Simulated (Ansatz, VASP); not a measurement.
**Ca2Al2Si6N4O11 (oxynitride glass) in two plane-wave programs**

One calculation is typed for both programs; each brings its own data sets. How far apart do they land? The structure shown is the start of the Ansatz relaxation below; VASP solves that cell, so the two are compared at the walk's first step.

Calculated with Ansatz 0.2.0; plane waves, with VASP 6.6.1 beside it; single point at PBE.

## (1) The starting structure

The cell holds 25 atoms: 6 Si, 2 Al, 2 Ca, 11 O and 4 N. Its edges and angles: a = 6.899 Å, b = 6.899 Å, c = 6.899 Å, α = 90.0°, β = 90.0°, γ = 90.0°. As first built, before any earlier steps moved the atoms (in the runner's words): kind oxynitride glass; units_of_the_quenched_model {'SiO2': 3, 'Si3N4': 1, 'Al2O3': 1, 'CaO': 2}; melt_K 3500; rate_K_ps 20; atoms 25.

As a file:

```cif
data_structure
_symmetry_space_group_name_H-M 'P 1'
_symmetry_Int_Tables_number 1
_cell_length_a 6.8991
_cell_length_b 6.8991
_cell_length_c 6.8991
_cell_angle_alpha 90.000
_cell_angle_beta 90.000
_cell_angle_gamma 90.000
_cell_volume 328.38
loop_
_atom_site_label
_atom_site_type_symbol
_atom_site_fract_x
_atom_site_fract_y
_atom_site_fract_z
_atom_site_occupancy
Si1 Si 0.16762 0.46041 0.22293 1
Si2 Si 0.78947 0.87768 0.21390 1
Si3 Si 0.89499 0.21535 0.94078 1
Si4 Si 0.94256 0.63717 0.58220 1
Si5 Si 0.47147 0.16674 0.08253 1
Si6 Si 0.03063 0.99403 0.58389 1
Al7 Al 0.25109 0.78839 0.92963 1
Al8 Al 0.63659 0.55326 0.91200 1
Ca9 Ca 0.41763 0.77679 0.45947 1
Ca10 Ca 0.30928 0.33013 0.70166 1
O11 O 0.94802 0.15077 0.72481 1
O12 O 0.91033 0.02037 0.08405 1
O13 O 0.76472 0.58217 0.70845 1
O14 O 0.36015 0.33392 0.21446 1
O15 O 0.57936 0.02139 0.22302 1
O16 O 0.33486 0.04187 0.93189 1
O17 O 0.24142 0.70099 0.17031 1
O18 O 0.71005 0.68944 0.10418 1
O19 O 0.07704 0.78083 0.73409 1
O20 O 0.40702 0.63331 0.83365 1
O21 O 0.22624 0.05299 0.50764 1
N22 N 0.87632 0.85646 0.44731 1
N23 N 0.64387 0.28572 0.95074 1
N24 N 0.04250 0.38446 0.02351 1
N25 N 0.09625 0.50111 0.46171 1
```

## (2) Ansatz: relaxation, PBE

Ansatz runs on its default PAW (the set named soft_2) files.

The two programs are compared at the cell with which this relaxation starts, whose forces are those of its first step.

input.yaml reads:

```yaml
crystal:
  lattice:
    - [6.8990977549, 0.0, 0.0]
    - [0.0, 6.8990977549, 0.0]
    - [0.0, 0.0, 6.8990977549]
  atoms:
    - { symbol: Si, position: [0.167616, 0.460412, 0.222934] }
    - { symbol: Si, position: [0.789471, 0.877684, 0.213902] }
    - { symbol: Si, position: [0.894988, 0.21535, 0.940779] }
    - { symbol: Si, position: [0.942565, 0.637165, 0.582197] }
    - { symbol: Si, position: [0.471471, 0.166744, 0.082533] }
    - { symbol: Si, position: [0.030632, 0.994032, 0.583887] }
    - { symbol: Al, position: [0.25109, 0.788394, 0.929629] }
    - { symbol: Al, position: [0.636587, 0.553257, 0.911999] }
    - { symbol: Ca, position: [0.417632, 0.776794, 0.459473] }
    - { symbol: Ca, position: [0.30928, 0.330134, 0.701663] }
    - { symbol: O, position: [0.948024, 0.150775, 0.724812] }
    - { symbol: O, position: [0.910327, 0.020374, 0.084045] }
    - { symbol: O, position: [0.764719, 0.582174, 0.708454] }
    - { symbol: O, position: [0.360149, 0.333924, 0.214463] }
    - { symbol: O, position: [0.57936, 0.021392, 0.223022] }
    - { symbol: O, position: [0.334865, 0.041868, 0.931888] }
    - { symbol: O, position: [0.241417, 0.700994, 0.170313] }
    - { symbol: O, position: [0.710054, 0.689436, 0.104181] }
    - { symbol: O, position: [0.077037, 0.780829, 0.734087] }
    - { symbol: O, position: [0.407019, 0.633306, 0.833654] }
    - { symbol: O, position: [0.226244, 0.052988, 0.507637] }
    - { symbol: "N", position: [0.876323, 0.85646, 0.447312] }
    - { symbol: "N", position: [0.643873, 0.285719, 0.950742] }
    - { symbol: "N", position: [0.042504, 0.384464, 0.02351] }
    - { symbol: "N", position: [0.096254, 0.501106, 0.461707] }
  symmetry: { detect: false }
kpoints:
  mp_grid: { grid: [2, 2, 2] }
scf:
  occupations: { method: fermi_dirac, width: 0.05 }
hamiltonian:
  xc: pbe
output:
  forces: true
  stress: true
relax:
  f_tol: 0.04
  max_steps: 100
  escape_saddle: false
  cell: { stress_tol: 0.6, fix: [shape] }
```

Started as:

```console
> ansatz run input.yaml --threads 4 --pin off --max-ram 8192MiB --backend cpu --events-out ev --progress --plain --runs-dir out
```

Numbers of over 12 decimals in the logs are rounded to 6 here.

The program printed:

```text
Engine: ansatz 0.2.0, aarch64-unknown-linux-gnu
Pseudopotentials: kind: paw
Pseudopotential: Si, paw, valence charge 4, recommended cutoff 420 eV (normal), Si.paw.azcp
Pseudopotential: Al, paw, valence charge 3, recommended cutoff 420 eV (normal), Al.paw.azcp
Pseudopotential: Ca, paw, valence charge 10, recommended cutoff 420 eV (normal), Ca.paw.azcp
Pseudopotential: O, paw, valence charge 6, recommended cutoff 420 eV (normal), O.paw.azcp
Pseudopotential: N, paw, valence charge 5, recommended cutoff 420 eV (normal), N.paw.azcp
Functional definition: PBE
  parameter kappa = 0.804
  parameter beta = 0.066725
  exchange = pbe_x(kappa = kappa, mu = beta*pi^2/3)
  correlation = pbe_c(beta = beta)
Crystal: 25 atoms, lattice volume = 328.380 Å³
Basis set: ecut = 420 eV, 6403 PW (Γ), exchange–correlation on 96×96×96 points (8 copies of the dense FFT grid, shifted against one another)
Bands: 93, of which v1, the nominal top of the filled ones, is band 68 counted from 1 (67 counted from 0)
Symmetry: 1 space group operations
k-points: 8
Non-local potential: Si, projectors of the file, l = 0: 2, l = 1: 2, l = 2: 2
Non-local potential: Al, projectors of the file, l = 0: 2, l = 1: 2, l = 2: 1
Non-local potential: Ca, projectors of the file, l = 0: 3, l = 1: 2, l = 2: 2
Non-local potential: O, projectors of the file, l = 0: 2, l = 1: 2, l = 2: 1
Non-local potential: N, projectors of the file, l = 0: 2, l = 1: 2, l = 2: 1
PAW form: soft (Blöchl's): semilocal exchange-correlation on the pseudo side does not see the compensation charge
PAW one-centre angular grid: Si, 110 points (default); XC on 64 Gauss nodes
PAW one-centre angular grid: Al, 110 points (default); XC on 64 Gauss nodes
PAW one-centre angular grid: Ca, 110 points (default); XC on 64 Gauss nodes
PAW one-centre angular grid: O, 110 points (default); XC on 64 Gauss nodes
PAW one-centre angular grid: N, 110 points (default); XC on 64 Gauss nodes
Initial density: superposition of atomic densities (neutral atoms: chi_scale 0, normalization atom), corrected by the library's trained network
Initial wavefunctions: pseudopotential atomic-orbital guess
Functional: x = pbe(κ = 0.804, μ = 0.219515), c = pbe(β = 0.066725)
SCF iter   1: F=—  HF=-16329.187482 eV  |F-HF|=—  |Δ(HF+E_count)|=         —  Δρ=3.21e-3  dr2=4.68e-2  ethr=1.77e-3  ⟨swp⟩=9.2  Hψ=4206  notcnv=0  defer=65
preconditioner: auto → Resta (q_TF=auto, 2.356 Å⁻¹)  ε∞=3.4  [insulator: Δε(μ)=2.709 eV  Ē_g=15.052 eV  σ=0.050 eV  W_gap=1.00  n_scr=80 (ndim 8)  ℏωp=23.5 eV  f_vac=0.105  D(μ)=0.00/eV (n_scr^D=0)  ε∞_Penn≈3.4]
SCF iter   2: F=—  HF=-16329.182442 eV  |F-HF|=—  |Δ(HF+E_count)|=   5.04e-3  Δρ=1.58e-3  dr2=8.61e-3  ethr=3.44e-5  ⟨swp⟩=2.0  Hψ=1345  notcnv=0  defer=99
SCF iter   3: F=—  HF=-16329.182392 eV  |F-HF|=—  |Δ(HF+E_count)|=   4.94e-5  Δρ=6.47e-4  dr2=2.25e-3  ethr=6.33e-6  ⟨swp⟩=2.8  Hψ=1017  notcnv=0  defer=99
SCF iter   4: F=—  HF=-16329.182386 eV  |F-HF|=—  |Δ(HF+E_count)|=   6.60e-6  Δρ=2.19e-4  dr2=1.70e-4  ethr=1.65e-6  ⟨swp⟩=2.0  Hψ=954  notcnv=0  defer=99
SCF iter   5: F=—  HF=-16329.182423 eV  |F-HF|=—  |Δ(HF+E_count)|=   3.70e-5  Δρ=1.06e-4  dr2=3.78e-5  ethr=1.25e-7  ⟨swp⟩=2.0  Hψ=1020  notcnv=0  defer=99
SCF iter   6: F=—  HF=-16329.182832 eV  |F-HF|=—  |Δ(HF+E_count)|=   4.09e-4  Δρ=4.04e-5  dr2=5.16e-6  ethr=2.78e-8  ⟨swp⟩=2.0  Hψ=1041  notcnv=0  defer=107
SCF iter   7: F=—  HF=-16329.182834 eV  |F-HF|=—  |Δ(HF+E_count)|=   1.96e-6  Δρ=1.48e-5  dr2=6.93e-7  ethr=3.79e-9  ⟨swp⟩=2.0  Hψ=1020  notcnv=0  defer=107
SCF iter   8: F=—  HF=-16329.182835 eV  |F-HF|=—  |Δ(HF+E_count)|=   5.52e-7  Δρ=6.70e-6  dr2=1.52e-7  ethr=5.10e-10  ⟨swp⟩=2.0  Hψ=1060  notcnv=0  defer=107
SCF iter   9: F=-16329.182835 eV  HF=-16329.182835 eV  |F-HF|=8.04e-9  |Δ(HF+E_count)|=   9.46e-8  Δρ=1.80e-6  dr2=1.22e-8  ethr=7.35e-11  ⟨swp⟩=4.0  Hψ=2250  notcnv=0
SCF 1 converged in 9 iterations: F = -16329.182835 eV  dr2 = 1.22e-8
  greatest PAW one-centre occupation: 0.995 electrons in one spin orbital (limit 2), on the Ca atom at site 9 (counted from 0), in its partial waves of l = 0
relax step   1: F+E_penalty+E_count = -16329.18283481 eV  Δ(F+E_penalty+E_count) = +0.000e0 eV  max|allowed force component| = 4.179e0 eV/Å  Δτ_max = 0.0000 Å  P = +4.783 GPa  Ω = 328.380 Å³  fix = [alpha, beta, gamma, b/a, c/a]  reactions: b/a -0.996, c/a -2.481 GPa; alpha +1.069, beta +5.669, gamma -0.052 GPa/rad  (9 SCF iters, dr2 threshold 1.00e-7 eV, accepted)
[...]
relax step   8: F+E_penalty+E_count = -16331.51691188 eV  Δ(F+E_penalty+E_count) = -4.320e-3 eV  max|allowed force component| = 3.112e-2 eV/Å  Δτ_max = 0.0171 Å  P = +0.015 GPa  Ω = 328.913 Å³  energy of the carried Pulay correction = -1.615e-3 eV  fix = [alpha, beta, gamma, b/a, c/a]  reactions: b/a +1.504, c/a -3.694 GPa; alpha +2.495, beta +3.541, gamma +0.316 GPa/rad  (8 SCF iters, accepted)
[...]
relax step   9: F+E_penalty+E_count = -16331.51787407 eV  Δ(F+E_penalty+E_count) = -9.622e-4 eV  max|allowed force component| = 3.113e-2 eV/Å  Δτ_max = 0.0000 Å  P = +0.027 GPa  Ω = 328.913 Å³  fix = [alpha, beta, gamma, b/a, c/a]  reactions: b/a +1.498, c/a -3.692 GPa; alpha +2.499, beta +3.541, gamma +0.319 GPa/rad  stress off target by 2.72e-2 GPa on what of the cell is left free  SCF on the basis re-selected at this cell (its energy is not comparable with the rows above)  (3 SCF iters)
basis re-selected at this cell: Δ(F+E_penalty+E_count) = -9.622e-4 eV, ΔP = +0.012 GPa vs the last step (what re-selecting the basis moved, of the pressure what is left beyond the Pulay correction that the steps carried, after the strain that the cell walked since its last selection, with what the two solves' SCF thresholds leave and, on support functions, any second-order correction that the steps lacked; it is no m [...]
SCF converged after 3 iterations
Free energy (F): -16331.517874 eV
Harris-Foulkes:  -16331.517871 eV  (|F-HF|=3.48e-6)
Internal energy: -16331.517874 eV  (E = F + TS)
E sigma→0 (E₀):  -16331.517874 eV
Fermi energy:    6.970633 eV
--- Per-component energies (eV) ---
  E_band       = -574.696123
  E_kinetic    = 3367.970890
  E_local      = -8211.417000  (includes V_loc(G=0)·N_el)
  E_nonlocal   = 1000.068776
  E_hartree    = 2972.349979
  E_xc         = -1754.163441
  E_vxc        = -2044.689432  (∫ρ·V_xc dr)
  E_paw        = -7985.407615  (= ΣΔE_a)
  E_vpaw       = -631.357561  (= ΣTr[D̂ρ^β])
  E_aug_tail   = 0.028197  (compensation charges beyond the density's cutoff)
  E_ewald      = -5720.947661
  E_smearing   = -0.000000  (= −TS)
  E_closure    = -0.000000  (closes the sum)
  Σ components = -16331.517874   (vs F -16331.517874, Δ=0.00e0)
--- Forces (eV/Å), atoms counted from 1 ---
  atom   1  Si     0.01906171     0.00720203    -0.02283550
  atom   2  Si    -0.00127801    -0.00637982    -0.00246357
  atom   3  Si     0.02353147    -0.00047249     0.01347720
  atom   4  Si     0.00229947    -0.00202750     0.01910664
  atom   5  Si    -0.01533848    -0.00474109    -0.01886242
  atom   6  Si    -0.00886568    -0.00291549    -0.00887383
  atom   7  Al     0.00912773    -0.00363458     0.01117694
  atom   8  Al    -0.01629211     0.00554477    -0.00388408
  atom   9  Ca     0.00696072    -0.00114619    -0.00228376
  atom  10  Ca     0.01790527     0.00142461     0.01719319
  atom  11  O     -0.00218913     0.00542166    -0.00573173
  atom  12  O     -0.00106028     0.00630068    -0.00748995
  atom  13  O      0.00377298     0.00341944    -0.00655457
  atom  14  O     -0.00671553    -0.00571581     0.03113076
  atom  15  O     -0.00960400     0.00350995    -0.00922778
  atom  16  O      0.00400311    -0.00924738     0.00603501
  atom  17  O     -0.01141264    -0.00427814     0.00456581
  atom  18  O      0.01001573     0.00424608     0.00413268
  atom  19  O     -0.00608216    -0.00316317    -0.01887127
  atom  20  O      0.00703897     0.01572490    -0.00597139
  atom  21  O      0.00094908     0.00289451     0.00318222
  atom  22  N     -0.01488063     0.00077543     0.00967312
  atom  23  N      0.00871720    -0.00342220    -0.00179207
  atom  24  N     -0.00272050     0.00060142    -0.00103557
  atom  25  N     -0.01693334    -0.00996140    -0.00380562
  max |Σ_I F_I| component: 3.98e-5 eV/Å
--- Stress (GPa, compression-positive) ---
        2.220718      -0.318864      -3.540779
       -0.318857       1.525712      -2.499038
       -3.540777      -2.499041      -3.664710
  P = ⅓ Tr σ = 0.0272 GPa (0.272 kbar)
--- Relaxed structure (8 steps of the walk, 7 accepted, 1 SCFs on fresh bases) ---
  F+E_penalty+E_count = -16331.51787407 eV   max|allowed force component| = 3.113e-2 eV/Å   (the final SCF, on the basis selected at the relaxed cell)
  cell:  # Å, volume = 328.9133 Å³
    - [6.902830, 0, 0]
    - [0, 6.902830, 0]
    - [0, 0, 6.902830]
  atoms:
    - { symbol: Si, position: [0.166388, 0.470917, 0.210979] }
    - { symbol: Si, position: [0.783544, 0.889853, 0.212705] }
    - { symbol: Si, position: [0.887309, 0.226392, 0.954297] }
    - { symbol: Si, position: [0.943796, 0.635522, 0.561623] }
    - { symbol: Si, position: [0.478429, 0.169861, 0.099990] }
    - { symbol: Si, position: [0.026507, 0.985901, 0.593875] }
    - { symbol: Al, position: [0.259045, 0.794983, 0.928804] }
    - { symbol: Al, position: [0.644120, 0.555622, 0.901450] }
    - { symbol: Ca, position: [0.410763, 0.768632, 0.452994] }
    - { symbol: Ca, position: [0.267451, 0.320367, 0.715273] }
    - { symbol: O, position: [0.939053, 0.161013, 0.723216] }
    - { symbol: O, position: [0.923169, 0.021458, 0.077381] }
    - { symbol: O, position: [0.757784, 0.552011, 0.670309] }
    - { symbol: O, position: [0.365255, 0.331579, 0.229755] }
    - { symbol: O, position: [0.581438, 0.016761, 0.257136] }
    - { symbol: O, position: [0.339599, 0.040450, 0.952964] }
    - { symbol: O, position: [0.246679, 0.697182, 0.163276] }
    - { symbol: O, position: [0.710881, 0.694407, 0.107691] }
    - { symbol: O, position: [0.058752, 0.786767, 0.742483] }
    - { symbol: O, position: [0.416865, 0.637844, 0.799621] }
    - { symbol: O, position: [0.241389, 0.039079, 0.525222] }
    - { symbol: N, position: [0.879347, 0.852789, 0.440341] }
    - { symbol: N, position: [0.646190, 0.291371, 0.964274] }
    - { symbol: N, position: [0.047427, 0.398924, 0.00889093] }
    - { symbol: N, position: [0.108320, 0.496088, 0.454271] }
```

In the SCF lines HF is the Harris–Foulkes energy and dr2 the Hartree energy of the density residual, in eV; the loop may stop once dr2 is under the threshold and the program's other checks hold. Hψ counts applications of the Hamiltonian.

(Part 1 of 2 ends here.)

[Lines on the potential files, build, host, timing and source positions are cut from VASP's logs without a mark.]

[Logs are printed without paths, hosts, clocks, repeated set-up lines and the standing remarks that a program may print on its own settings, such as how far it seeks lower states.]

[Hosts, paths, dates, database ids (printed as entryN), source tags and the programs' standing remarks are cut or masked in the printed files.]
